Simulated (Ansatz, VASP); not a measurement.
# Two plane-wave programs on Ca2C

POSCAR

```
Ca2C
1.0
   -0.0470994558      3.1155824653      3.1155824653
    3.1155824653     -0.0470994558      3.1155824653
    3.1155824653      3.1155824653     -0.0470994558
C Ca
1 2
Direct
    0.0000000000      0.0000000000      0.0000000000
    0.2500000000      0.2500000000      0.2500000000
    0.7500000000      0.7500000000      0.7500000000
```

INCAR.step1

```
SYSTEM = Ca2C
PREC = Accurate
ENCUT = 520
ISMEAR = 0
SIGMA = 0.01
LREAL = .False.
LASPH = .True.
NELM = 80
NBANDS = 19
GGA = PE
ALGO = Normal
EDIFF = 1E-4
LWAVE = .True.
LCHARG = .False.
```

Contents of INCAR.step2:

```
SYSTEM = Ca2C
PREC = Accurate
ENCUT = 520
EDIFF = 1E-6
ISMEAR = 0
SIGMA = 0.01
LREAL = .False.
LASPH = .True.
NELM = 80
ALGO = Normal
ISIF = 2
LWAVE = .False.
LCHARG = .False.
METAGGA = R2SCAN
LMIXTAU = .True.
NBANDS = 19
ISTART = 1
```

File KPOINTS:

```
Automatic mesh
0
Gamma
  8 8 8
  0 0 0
```

Input for Ansatz:

```yaml
crystal:
  lattice:
    - [-0.0470994558, 3.1155824653, 3.1155824653]
    - [3.1155824653, -0.0470994558, 3.1155824653]
    - [3.1155824653, 3.1155824653, -0.0470994558]
  atoms:
    - { symbol: C, position: [0.0, 0.0, 0.0] }
    - { symbol: Ca, position: [0.25, 0.25, 0.25] }
    - { symbol: Ca, position: [0.75, 0.75, 0.75] }
kpoints:
  mp_grid: { grid: [8, 8, 8] }
  band_path:
    path:
      - [0.0, 0.0, 0.0]
      - [0.5, 0.0, 0.5]
      - [0.625, 0.25, 0.625]
      - [0.375, 0.375, 0.75]
      - [0.5, 0.5, 0.5]
      - [0.5, 0.25, 0.75]
    npoints: 1
hamiltonian:
  xc: r2scan
scf:
  occupations: { method: fixed }
  n_extra_bands: 4
output:
  forces: true
  stress: true
  eigenvalues: true
```

Change from the starting cell: epitaxial_111 strain +1.1%.

Alike in both runs: task single point; functional r2SCAN; k mesh 8 × 8 × 8; no spin polarisation.

|  | VASP | Ansatz |
| --- | --- | --- |
| version | VASP 6.6.1 | Ansatz 0.2.0 |
| potentials or method | VASP PAW PBE potentials, release 64 (C, Ca_sv) | plane waves, PAW |
| plane-wave cutoff (eV) | 520 | 500 |
| occupations | gaussian, width 0.01 eV | fixed |
| valence electrons in the cell | 24 | 24 |

```csv
,VASP,Ansatz,Ansatz less VASP
gap on the k mesh at the Fermi level (eV),0.39,0.40,+0.013
pressure (GPa),-0.2,-0.5,-0.39
largest component of the traceless stress (GPa),0.29,0.28,-0.012
rms of the force components (eV/Å),0.005,0.003,-0.0018
```

Atom by atom the forces differ by 0.002 eV/Å (rms over components).

Caveats: the PAW data sets were made with another functional, which shifts forces and pressure a little (VASP). A k mesh can miss the band edges.
